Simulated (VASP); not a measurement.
A convergence study with VASP on Re (space group no. 194 when undisturbed): one setting is varied, all else stays as given below, so the limit is that of these other settings. One atom is moved off its site, so that forces are finite.

```
CELL_PARAMETERS angstrom
      1.37310    -2.37828     0.00000
      1.37310     2.37828     0.00000
      0.00000     0.00000     4.43770
ATOMIC_POSITIONS crystal
  Re 0.33333 0.66667 0.26127
  Re 0.66667 0.33333 0.75000
```

The numbers are results of PBE GGA, VASP's PBE PAW potentials (set 64) (plane waves; VASP), not measurements. The tightest run used: 300 eV cut-off, 22×22×12 Γ-centred mesh, Gaussian smearing of 0.10 eV, potentials Re.

| setting | E (eV/atom) | pressure (GPa) | largest force (eV/Å) | irreducible k-points |
|---|---|---|---|---|
| 2×2×2 mesh | -11.8488 | 5.56 | 0.116 | 4 |
| 3×3×2 mesh | -12.0070 | 20.20 | 1.824 | 6 |
| 4×4×2 mesh | -12.3200 | 10.32 | 0.140 | 8 |
| 4×4×3 mesh | -12.4719 | 9.54 | 0.399 | 9 |
| 5×5×3 mesh | -12.4111 | 8.15 | 0.457 | 12 |
| 6×6×3 mesh | -12.3998 | 10.50 | 0.368 | 17 |
| 7×7×4 mesh | -12.3947 | 10.00 | 0.186 | 28 |
| 8×8×4 mesh | -12.3749 | 10.89 | 0.250 | 35 |

Task: These are the cheaper rows. Estimate the results at 22×22×12 mesh, and how far the last row shown lies from them.

Result: 
```csv
quantity,tightest run,last row shown is off by
E (eV/atom),-12.3914,0.0165
pressure (GPa),10.28,0.61
largest force (eV/Å),0.181,0.069
```

Left out are rungs that failed or repeat a setting and relaxations that didn't move; long series are thinned to 24 rows.

The structure is a typed Re crystal (space group no. 194). The cell was not relaxed at this level, it is distorted from the ideal structure.
